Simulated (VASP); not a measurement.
Here is the system:

```xyz
8
Lattice="0.0000 3.2491 3.2491 3.2491 0.0000 3.2491 12.9730 12.9730 0.0235" Properties=species:S:1:pos:R:3 pbc="T T T"
Hg    12.9724    12.9724     0.0241
Te     1.6271     1.6271     1.6220
Te     4.8653     4.8653     1.6330
Te     8.1083     8.1083     1.6391
Te    11.3477    11.3477     1.6488
Cd     6.4947     6.4947     6.5018
Cd     9.7358     9.7358     6.5098
Cd    12.9804    12.9804     6.5144
```

The numbers are results of PBEsol GGA, VASP's PBE PAW potentials (set 64) (plane waves; VASP), not measurements. Settings: 400 eV cut-off, 7×7×2 Γ-centred mesh, tetrahedra with Blöchl corrections, potentials Hg Te Cd.

Unless said otherwise, spin-orbit coupling is left out, though it shifts the bands of the heavy elements here.

**Question.** Predict the energy per atom (σ→0), band gap (on the k-mesh) with the smallest direct gap where there is one.

**Answer.** 
- band gap (on the k-mesh) = 0.13 eV
- smallest direct gap (on the k-mesh) = 0.13 eV
- energy per atom (σ→0) = -2.603 eV/atom

The structure was generated: Cd3HgTe4 was put into an ordered model structure (R3m), which need not be its known phase. It was relaxed first.
